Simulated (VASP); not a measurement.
```xyz
2
Lattice="3.5821 0.0000 0.0000 -1.7911 3.1022 0.0000 0.0000 0.0000 5.5170" Properties=species:S:1:pos:R:3 pbc="T T T"
Tm     0.0000     2.0682     1.3793
Tm     1.7911     1.0341     4.1378
```

These are PBE GGA, VASP's PBE PAW potentials (set 64) (plane waves; VASP 6.6.1) values and carry that method's errors. Numerical set-up: 300 eV cut-off, 10×10×6 Γ-centred mesh, Gaussian smearing of 0.10 eV, potentials Tm.

At this cut-off the stress carries a Pulay error, which pulls relaxed volumes low. The run has a spin-polarised start.

Task: Give the stress tensor in GPa (positive for a compressed cell).

Result: 
```
-0.54   0.00   0.00
 0.00  -0.54   0.00
 0.00   0.00   2.36
```
The pressure is its mean diagonal, 0.43 GPa.

The structure comes from a computed database's Tm entry; how it stands against other phases isn't given here. The cell was not relaxed at this level.
